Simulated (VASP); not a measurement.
A VASP calculation is set up with these files.

### INCAR
```
SYSTEM = MoSi2
PREC = Accurate
ENCUT = 400
EDIFF = 1E-8
NELM = 100
ALGO = Normal
LREAL = .FALSE.
LASPH = .TRUE.
ISMEAR = 1
SIGMA = 0.1
GGA = PE
LMAXMIX = 4
LWAVE = .FALSE.
LCHARG = .FALSE.
ISIF = 2
```

### KPOINTS
```
Automatic mesh
0
Gamma
12 12 12
0 0 0
```

**POSCAR**
```
MoSi2
1
   -1.6371000000     1.6371000000     4.0035000000
    1.6371000000    -1.6371000000     4.0035000000
    1.6371000000     1.6371000000    -4.0035000000
Si Mo
2 1
Direct
  0.6650000000   0.6650000000   0.0000000000
  0.3350000000   0.3350000000   0.0000000000
  0.0000000000   0.0000000000   0.0000000000
```

POTCAR, in this order: Si Mo_sv (PBE.64 set). Program: vasp_std.

Problem. Write an equivalent input for Ansatz.

Solution. One equivalent input (not run):
Ansatz 0.2 input:
```yaml
crystal:
  lattice:
    - [-1.6371000, 1.6371000, 4.0035000]
    - [1.6371000, -1.6371000, 4.0035000]
    - [1.6371000, 1.6371000, -4.0035000]
  atoms:
    - { symbol: Si, position: [0.6650000, 0.6650000, 0.0000000] }
    - { symbol: Si, position: [0.3350000, 0.3350000, 0.0000000] }
    - { symbol: Mo, position: [0.0000000, 0.0000000, 0.0000000] }
kpoints:
  mp_grid: { grid: [12, 12, 12] }
hamiltonian:
  xc: pbe
  pseudopotentials: { kind: paw }
scf:
  occupations: { method: methfessel_paxton, width: 0.1 }
  max_iter: 100
output: { forces: true, stress: true, eigenvalues: true }
```
Limits of the translation: each code has its own PAW files, so the cut-off isn't converted (ENCUT is set for VASP's; basis.ecutwfc is left out, and Ansatz then takes the one that its files recommend); Ansatz stops its SCF on the density residual and VASP on the energy change (EDIFF).

The compound is MoSi2 in the MoSi2 type structure. The cell was not relaxed at this level. The run is one of a series of settings (EDIFF = 1E-8 against the base run), some of them coarse on purpose.
